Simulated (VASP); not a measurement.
Here is the system:

```
Ag
1.0
    0.00000     2.04500     2.04500
    2.04500     0.00000     2.04500
    2.04500     2.04500     0.00000
Ag
1
Direct
  0.00000   0.00000   0.00000
```

The numbers are results of PBE GGA, VASP's PBE PAW potentials (set 64) (plane waves; VASP), not measurements. Numerical set-up: 300 eV cut-off, 14×14×14 Γ-centred mesh, Gaussian smearing of 0.10 eV, potentials Ag.

Problem. Give the energies of bands 1 to 7 at the high-symmetry points, in eV from the Fermi level.

Solution. 
| band | Γ | X | U | L | W |
|---|---|---|---|---|---|
| 1 | -7.68 | -6.35 | -5.92 | -6.31 | -5.60 |
| 2 | -4.72 | -6.21 | -5.50 | -4.74 | -4.99 |
| 3 | -4.72 | -2.93 | -4.01 | -4.74 | -4.99 |
| 4 | -4.72 | -2.69 | -3.47 | -2.90 | -3.69 |
| 5 | -3.69 | -2.69 | -2.98 | -2.90 | -2.69 |
| 6 | -3.69 | 1.67 | 4.35 | -0.33 | 6.01 |
| 7 | 16.09 | 6.78 | 5.31 | 3.65 | 6.01 |

It has no gap at this level: it comes out as a metal or semimetal.

The structure is a typed Ag crystal (Fm-3m). The cell was not relaxed at this level.
